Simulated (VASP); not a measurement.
All values below come from PBE GGA, VASP's PBE PAW potentials (set 64) (plane waves; VASP).

A VASP calculation is set up with these files.

### INCAR
```
SYSTEM = SnO
PREC = Accurate; ENCUT = 520; LREAL = .FALSE.
LASPH = .TRUE.
EDIFF = 1E-7; NELM = 100; ALGO = Normal
LMAXMIX = 4
ISMEAR = -5
GGA = PE
ISIF = 2
LWAVE = .FALSE.; LCHARG = .TRUE.; LORBIT = 11
NEDOS = 601
```

### KPOINTS
```
Automatic mesh
0
Gamma
13 13 13
0 0 0
```

File POSCAR:
```
SnO
3.1317170
  0.9999999173   0.0000000000   0.0000000000
  0.0000000000   0.9999999173   0.0000000000
  0.0000000000   0.0000000000   0.9999999173
Sn O
1 1
Cartesian
  0.0000000000   0.0000000000   0.0000000000
  0.4999999587   0.4999999587   0.4999999587
```

POTCAR, in this order: Sn_d O (PBE.64 set). Program: vasp_std.

The resulting files:

### OSZICAR
```
       N       E                     dE             d eps       ncg     rms          rms(c)
DAV:   1     0.146945360273E+03    0.14695E+03   -0.10705E+04  2410   0.219E+03
DAV:   2     0.116959662073E+01   -0.14578E+03   -0.14136E+03  2688   0.435E+02
DAV:   3    -0.115155878858E+02   -0.12685E+02   -0.12628E+02  2706   0.115E+02
DAV:   4    -0.117877321857E+02   -0.27214E+00   -0.27203E+00  2706   0.187E+01
DAV:   5    -0.117954471970E+02   -0.77150E-02   -0.77149E-02  3028   0.305E+00    0.809E+00
DAV:   6    -0.101536367459E+02    0.16418E+01   -0.12975E+01  3008   0.517E+01    0.511E+00
DAV:   7    -0.986925450432E+01    0.28438E+00   -0.19980E+00  2630   0.942E+00    0.135E+00
DAV:   8    -0.984279366189E+01    0.26461E-01   -0.17604E-01  2504   0.385E+00    0.247E-01
DAV:   9    -0.984252382726E+01    0.26983E-03   -0.56766E-03  2742   0.686E-01    0.869E-02
DAV:  10    -0.984265805663E+01   -0.13423E-03   -0.76681E-04  2882   0.495E-01    0.431E-02
DAV:  11    -0.984259982935E+01    0.58227E-04   -0.25319E-04  2918   0.257E-01    0.191E-02
DAV:  12    -0.984259446884E+01    0.53605E-05   -0.23772E-05  3016   0.469E-02    0.424E-03
DAV:  13    -0.984259461417E+01   -0.14533E-06   -0.27697E-06  2682   0.155E-02    0.235E-03
DAV:  14    -0.984259426309E+01    0.35108E-06   -0.27352E-07  1968   0.381E-03    0.483E-04
DAV:  15    -0.984259426599E+01   -0.29031E-08   -0.27923E-08  1302   0.165E-03
   1 F= -.98425943E+01 E0= -.98425943E+01  d E =0.000000E+00
```

### OUTCAR
```
------------------------ aborting loop because EDIFF is reached ----------------------------------------
  FORCE on cell =-STRESS in cart. coord.  units (eV):
  Direction    XX          YY          ZZ          XY          YZ          ZX
  --------------------------------------------------------------------------------------
  Total        0.0054520      0.0054520      0.0054520      0.0000000      0.0000000      0.0000000
  in kB        0.2843956      0.2843956      0.2843956      0.0000000      0.0000000      0.0000000
  external PRESSURE =       0.2843956 kB  Pullay stress =       0.0000000 kB
  volume of cell :       30.71
      direct lattice vectors                 reciprocal lattice vectors
     3.131716741  0.000000000  0.000000000     0.319313681  0.000000000  0.000000000
     0.000000000  3.131716741  0.000000000     0.000000000  0.319313681  0.000000000
     0.000000000  0.000000000  3.131716741     0.000000000  0.000000000  0.319313681
 POSITION                                       TOTAL-FORCE (eV/Angst)
 -----------------------------------------------------------------------------------
      0.00000      0.00000      0.00000         0.000000      0.000000      0.000000
      1.56586      1.56586      1.56586         0.000000      0.000000      0.000000
 -----------------------------------------------------------------------------------
    total drift:                                0.000000      0.000000     -0.000000
  FREE ENERGIE OF THE ION-ELECTRON SYSTEM (eV)
  ---------------------------------------------------
  free  energy   TOTEN  =        -9.8425942660 eV

  energy  without entropy=       -9.8425942660  energy(sigma->0) =       -9.84259427

 total charge

# of ion       s       p       d       tot
------------------------------------------
    1        1.411   0.584  10.014  12.009
    2        1.594   3.261   0.000   4.855
--------------------------------------------------
tot          3.005   3.844  10.014  16.864
```
(Selected blocks of OUTCAR.)

The structure was generated: SnO was put into the CsCl type type (Pm-3m), which need not be its known phase. It was relaxed first, which changed the volume by +62 %.
